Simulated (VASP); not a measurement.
# GaP: GW quasiparticle gap, part 2 of 7

Aim: the quasiparticle gap of GaP, and what it costs to get it. The cell is of the zinc-blende type, one of the forms listed for this formula. The start is a cell from a database of measured crystal structures.

VASP 6.6.1, plane waves and PAW; the level of theory is named at each step.

So far, gap on the k-mesh (eV): step 3 (empty bands, functional PBE) 1.65.

## 4. evGW0

This step: evGW0 on PBE; plane waves and PAW (Ga_d_GW, P_GW) (VASP 6.6.1).

The lowest NBANDSGW levels in G are updated for four passes while W stays fixed, so the result depends less on the starting levels.

Input file INCAR:

```
SYSTEM = GaP
PREC = Accurate
ENCUT = 430
ISMEAR = 0
SIGMA = 0.01
LREAL = .FALSE.
GGA = PE
NBANDS = 224
ALGO = EVGW0
NELMGW = 4
ENCUTGW = 180
NOMEGA = 48
PRECFOCK = Fast
NBANDSGW = 20
LWAVE = .FALSE.
LCHARG = .FALSE.
```

Input file POSCAR:

```
GaP
1.0
    0.0000000000      2.7252500000      2.7252500000
    2.7252500000      0.0000000000      2.7252500000
    2.7252500000      2.7252500000      0.0000000000
Ga P
1 1
Direct
    0.0000000000      0.0000000000      0.0000000000
    0.7500000000      0.7500000000      0.7500000000
```

Input file KPOINTS:

```
Automatic mesh
0
Gamma
6 6 6
0 0 0
```

Potentials, in the order of the species: Ga_d_GW and P_GW (PBE family, release 64).

Command:

```sh
mpirun -np 4 vasp_std
```

What it wrote:

```text
[banner, memory and clock lines left out]
running    4 mpi-ranks, on    1 nodes
 distrk:  each k-point on    4 cores,    1 groups
 distr:  one band on    1 cores,    4 groups

 POSCAR found type information on POSCAR GaP
 POSCAR found :  2 types and       2 ions
|                                                                             |
|           W    W    AA    RRRRR   N    N  II  N    N   GGGG   !!!           |
|           W    W   A  A   R    R  NN   N  II  NN   N  G    G  !!!           |
|           W    W  A    A  R    R  N N  N  II  N N  N  G       !!!           |
|           W WW W  AAAAAA  RRRRR   N  N N  II  N  N N  G  GGG   !            |
|           WW  WW  A    A  R   R   N   NN  II  N   NN  G    G                |
|           W    W  A    A  R    R  N    N  II  N    N   GGGG   !!!           |
|                                                                             |
|     The default for ENCUTGWSOFT is different in this version of VASP.       |
|     please manually set ENCUTGWSOFT =180 in the INCAR file.                 |
|                                                                             |

 LDA part: xc-table for (Slater+PW92), standard interpolation
 found WAVECAR, reading the header
 POSCAR, INCAR and KPOINTS ok, starting setup
 FFT: planning ... GRIDC
 FFT: planning ... GRID_SOFT
 FFT: planning ... GRID
 reading WAVECAR
 the WAVECAR file was read successfully
 initial charge from wavefunction
 available memory per node:     66.95 GB, setting MAXMEM to     68559

 The Fermi energy was updated, please check that it is located mid-gap
 values below the HOMO (VB) or above the LUMO (CB) will cause erroneous energies
 E-fermi :   5.1885

 calculate exact exchange contribution
 the WAVEDER file was read successfully
energies w=
    0.000    0.000    0.580    0.000    1.157    0.000    1.729    0.000
    2.295    0.000    2.853    0.000    3.401    0.000    3.940    0.000
    4.468    0.000    4.987    0.000    5.497    0.000    5.998    0.000
    6.492    0.000    6.980    0.000    7.464    0.000    7.945    0.000
    8.426    0.000    8.908    0.000    9.393    0.000    9.884    0.000
   10.383    0.000   10.894    0.000   11.418    0.000   11.960    0.000
   12.523    0.000   13.112    0.000   13.731    0.000   14.388    0.000
   15.089    0.000   15.842    0.000   16.659    0.000   17.552    0.000
   18.537    0.000   19.634    0.000   20.869    0.000   22.275    0.000
   23.898    0.000   25.799    0.000   28.060    0.000   30.803    0.000
   34.205    0.000   38.542    0.000   44.262    0.000   52.145    0.000
   63.687    0.000   82.155    0.000  116.318    0.000  200.477    0.000
 responsefunction array rank=     232
 LDA part: xc-table for (Slater+PW92), standard interpolation

 min. memory requirement per mpi rank    442.6 MB, per node   1770.6 MB

 allocating  12 responsefunctions rank=   232
 shmem allocating  48 responsefunctions rank=   232
 response function shared by NCSHMEM nodes    1
 Doing           12  frequencies on each core in blocks of           48
NQ=   1    0.0000    0.0000    0.0000,
|.........|.........|.........|.........|.........|.........|.........|.........
 performed        979000 updates of chi_q(r,r)
 total number of BLAS operations        410.84 Gflops
NQ=   2    0.1667    0.0000    0.0000,
|.........|.........|.........|.........|.........|.........|.........|.........
 performed       2567000 updates of chi_q(r,r)
 total number of BLAS operations       1059.93 Gflops
NQ=   3    0.3333    0.0000    0.0000,
|.........|.........|.........|.........|.........|.........|.........|.........
 performed       4155000 updates of chi_q(r,r)
 total number of BLAS operations       1691.91 Gflops
NQ=   4    0.5000    0.0000    0.0000,
|.........|.........|.........|.........|.........|.........|.........|.........
 performed       5528000 updates of chi_q(r,r)
 total number of BLAS operations       2263.12 Gflops
NQ=   5    0.1667    0.1667    0.0000,
|.........|.........|.........|.........|.........|.........|.........|.........
 performed       7116000 updates of chi_q(r,r)
 total number of BLAS operations       2867.08 Gflops
NQ=   6    0.3333    0.1667    0.0000,
|.........|.........|.........|.........|.........|.........|.........|.........
 performed       9475000 updates of chi_q(r,r)
 total number of BLAS operations       3788.85 Gflops
NQ=   7    0.5000    0.1667    0.0000,
|.........|.........|.........|.........|.........|.........|.........|.........
 performed      11834000 updates of chi_q(r,r)
 total number of BLAS operations       4727.39 Gflops
NQ=   8   -0.3333    0.1667    0.0000,
|.........|.........|.........|.........|.........|.........|.........|.........
 performed      14193000 updates of chi_q(r,r)
 total number of BLAS operations       5649.16 Gflops
NQ=   9   -0.1667    0.1667    0.0000,
|.........|.........|.........|.........|.........|.........|.........|.........
 performed      16265000 updates of chi_q(r,r)
 total number of BLAS operations       6437.07 Gflops
NQ=  10    0.3333    0.3333    0.0000,
|.........|.........|.........|.........|.........|.........|.........|.........
 performed      17853000 updates of chi_q(r,r)
 total number of BLAS operations       7041.03 Gflops
NQ=  11    0.5000    0.3333    0.0000,
|.........|.........|.........|.........|.........|.........|.........|.........
 performed      20212000 updates of chi_q(r,r)
 total number of BLAS operations       7988.00 Gflops
NQ=  12   -0.3333    0.3333    0.0000,
|.........|.........|.........|.........|.........|.........|.........|.........
 performed      22284000 updates of chi_q(r,r)
 total number of BLAS operations       8790.43 Gflops
NQ=  13    0.5000    0.5000    0.0000,
|.........|.........|.........|.........|.........|.........|.........|.........
 performed      23532000 updates of chi_q(r,r)
 total number of BLAS operations       9282.52 Gflops
NQ=  14    0.5000    0.3333    0.1667,
|.........|.........|.........|.........|.........|.........|.........|.........
 performed      26159000 updates of chi_q(r,r)
 total number of BLAS operations      10327.99 Gflops
NQ=  15   -0.3333    0.3333    0.1667,
|.........|.........|.........|.........|.........|.........|.........|.........
 performed      28643000 updates of chi_q(r,r)
 total number of BLAS operations      11290.01 Gflops
NQ=  16   -0.3333    0.5000    0.1667,
|.........|.........|.........|.........|.........|.........|.........|.........
 performed      30724000 updates of chi_q(r,r)
 total number of BLAS operations      12066.87 Gflops
 resolving degeneracies of screened two electron integrals

[...]
total number of BLAS operations      11290.01 Gflops
NQ=  16   -0.3333    0.5000    0.1667,
|.........|.........|.........|.........|.........|.........|.........|.........
 performed      30724000 updates of chi_q(r,r)
 total number of BLAS operations      12066.87 Gflops
 resolving degeneracies of screened two electron integrals

 calculate QP shifts <psi_nk| G(iteration)W_0 |psi_nk>: iteration 2
 allocating  12 responsefunctions rank=   232
 shmem allocating  48 responsefunctions rank=   232
 response function shared by NCSHMEM nodes    1
 Doing           12  frequencies on each core in blocks of           48
NQ=   1    0.0000    0.0000    0.0000,
|.........|.........|.........|.........|.........|.........|.........|.........
 performed        979000 updates of chi_q(r,r)
 total number of BLAS operations        410.84 Gflops
NQ=   2    0.1667    0.0000    0.0000,
|.........|.........|.........|.........|.........|.........|.........|.........
 performed       2567000 updates of chi_q(r,r)
 total number of BLAS operations       1059.93 Gflops
NQ=   3    0.3333    0.0000    0.0000,
|.........|.........|.........|.........|.........|.........|.........|.........
 performed       4155000 updates of chi_q(r,r)
 total number of BLAS operations       1691.91 Gflops
NQ=   4    0.5000    0.0000    0.0000,
|.........|.........|.........|.........|.........|.........|.........|.........
 performed       5528000 updates of chi_q(r,r)
 total number of BLAS operations       2263.12 Gflops
NQ=   5    0.1667    0.1667    0.0000,
|.........|.........|.........|.........|.........|.........|.........|.........
 performed       7116000 updates of chi_q(r,r)
 total number of BLAS operations       2867.08 Gflops
NQ=   6    0.3333    0.1667    0.0000,
|.........|.........|.........|.........|.........|.........|.........|.........
 performed       9475000 updates of chi_q(r,r)
 total number of BLAS operations       3788.85 Gflops
NQ=   7    0.5000    0.1667    0.0000,
|.........|.........|.........|.........|.........|.........|.........|.........
 performed      11834000 updates of chi_q(r,r)
 total number of BLAS operations       4727.39 Gflops
NQ=   8   -0.3333    0.1667    0.0000,
|.........|.........|.........|.........|.........|.........|.........|.........
 performed      14193000 updates of chi_q(r,r)
 total number of BLAS operations       5649.16 Gflops
NQ=   9   -0.1667    0.1667    0.0000,
|.........|.........|.........|.........|.........|.........|.........|.........
 performed      16265000 updates of chi_q(r,r)
 total number of BLAS operations       6437.07 Gflops
NQ=  10    0.3333    0.3333    0.0000,
|.........|.........|.........|.........|.........|.........|.........|.........
 performed      17853000 updates of chi_q(r,r)
 total number of BLAS operations       7041.03 Gflops
NQ=  11    0.5000    0.3333    0.0000,
|.........|.........|.........|.........|.........|.........|.........|.........
 performed      20212000 updates of chi_q(r,r)
 total number of BLAS operations       7988.00 Gflops
NQ=  12   -0.3333    0.3333    0.0000,
|.........|.........|.........|.........|.........|.........|.........|.........
 performed      22284000 updates of chi_q(r,r)
 total number of BLAS operations       8790.43 Gflops
NQ=  13    0.5000    0.5000    0.0000,
|.........|.........|.........|.........|.........|.........|.........|.........
 performed      23532000 updates of chi_q(r,r)
 total number of BLAS operations       9282.52 Gflops
NQ=  14    0.5000    0.3333    0.1667,
|.........|.........|.........|.........|.........|.........|.........|.........
 performed      26159000 updates of chi_q(r,r)
 total number of BLAS operations      10327.99 Gflops
NQ=  15   -0.3333    0.3333    0.1667,
|.........|.........|.........|.........|.........|.........|.........|.........
 performed      28643000 updates of chi_q(r,r)
 total number of BLAS operations      11290.01 Gflops
NQ=  16   -0.3333    0.5000    0.1667,
|.........|.........|.........|.........|.........|.........|.........|.........
 performed      30724000 updates of chi_q(r,r)
 total number of BLAS operations      12066.87 Gflops
 resolving degeneracies of screened two electron integrals

 calculate QP shifts <psi_nk| G(iteration)W_0 |psi_nk>: iteration 3
 allocating  12 responsefunctions rank=   232
 shmem allocating  48 responsefunctions rank=   232
 response function shared by NCSHMEM nodes    1
 Doing           12  frequencies on each core in blocks of           48
NQ=   1    0.0000    0.0000    0.0000,
|.........|.........|.........|.........|.........|.........|.........|.........
 performed        979000 updates of chi_q(r,r)
 total number of BLAS operations        410.84 Gflops
NQ=   2    0.1667    0.0000    0.0000,
|.........|.........|.........|.........|.........|.........|.........|.........
 performed       2567000 updates of chi_q(r,r)
 total number of BLAS operations       1059.93 Gflops
NQ=   3    0.3333    0.0000    0.0000,
|.........|.........|.........|.........|.........|.........|.........|.........
 performed       4155000 updates of chi_q(r,r)
 total number of BLAS operations       1691.91 Gflops
NQ=   4    0.5000    0.0000    0.0000,
|.........|.........|.........|.........|.........|.........|.........|.........
 performed       5528000 updates of chi_q(r,r)
 total number of BLAS operations       2263.12 Gflops
NQ=   5    0.1667    0.1667    0.0000,
|.........|.........|.........|.........|.........|.........|.........|.........
 performed       7116000 updates of chi_q(r,r)
 total number of BLAS operations       2867.08 Gflops
NQ=   6    0.3333    0.1667    0.0000,
|.........|.........|.........|.........|.........|.........|.........|.........
 performed       9475000 updates of chi_q(r,r)
 total number of BLAS operations       3788.85 Gflops
NQ=   7    0.5000    0.1667    0.0000,
|.........|.........|.........|.........|.........|.........|.........|.........
 performed      11834000 updates of chi_q(r,r)
 total number of BLAS operations       4727.39 Gflops
NQ=   8   -0.3333    0.1667    0.0000,
|.........|.........|.........|.........|.........|.........|.........|.........
 performed      14193000 updates of chi_q(r,r)
 total number of BLAS operations       5649.16 Gflops
NQ=   9   -0.1667    0.1667    0.0000,
|.........|.........|.........|.........|.........|.........|.........|.........
 performed      16265000 updates of chi_q(r,r)
 total number of BLAS operations       6437.07 Gflops
NQ=  10    0.3333    0.3333    0.0000,
|.........|.........|.........|.........|.........|.........|.........|.........
 performed      17853000 updates of chi_q(r,r)
 total number of BLAS operations       7041.03 Gflops
NQ=  11    0.5000    0.3333    0.0000,
|.........|.........|.........|.........|.........|.........|.........|.........
 performed      20212000 updates of chi_q(r,r)
 total number of BLAS operations       7988.00 Gflops
NQ=  12   -0.3333    0.3333    0.0000,
|.........|.........|.........|.........|.........|.........|.........|.........
 performed      22284000 updates of chi_q(r,r)
 total number of BLAS operations       8790.43 Gflops
NQ=  13    0.5000    0.5000    0.0000,
|.........|.........|.........|.........|.........|.........|.........|.........
 performed      23532000 updates of chi_q(r,r)
 total number of BLAS operations       9282.52 Gflops
NQ=  14    0.5000    0.3333    0.1667,
|.........|.........|.........|.........|.........|.........|.........|.........
 performed      26159000 updates of chi_q(r,r)
 total number of BLAS operations      10327.99 Gflops
NQ=  15   -0.3333    0.3333    0.1667,
|.........|.........|.........|.........|.........|.........|.........|.........
 performed      28643000 updates of chi_q(r,r)
 total number of BLAS operations      11290.01 Gflops
NQ=  16   -0.3333    0.5000    0.1667,
|.........|.........|.........|.........|.........|.........|.........|.........
 performed      30724000 updates of chi_q(r,r)
 total number of BLAS operations      12066.87 Gflops
 resolving degeneracies of screened two electron integrals

 calculate QP shifts <psi_nk| G(iteration)W_0 |psi_nk>: iteration 4
 entering main loop
```

Run time: 16 min. Hardware: 4 MPI ranks of Intel Xeon 6975P-C (Granite Rapids), shared host; peak memory 1.8 GiB; 59 min of CPU time.

(Continued in part 3 of 7.)

[Lines on the potential files, build, host, timing and source positions are cut from VASP's logs without a mark.]

[Logs are printed without paths, hosts, clocks, repeated set-up lines and the standing remarks that a program may print on its own settings, such as how far it seeks lower states.]

[Hosts, paths, dates, database ids (printed as entryN), source tags and the programs' standing remarks are cut or masked in the printed files.]

[Pressures printed for these runs are not shown converged in the cutoff: they can be off by several GPa and have the wrong sign.]
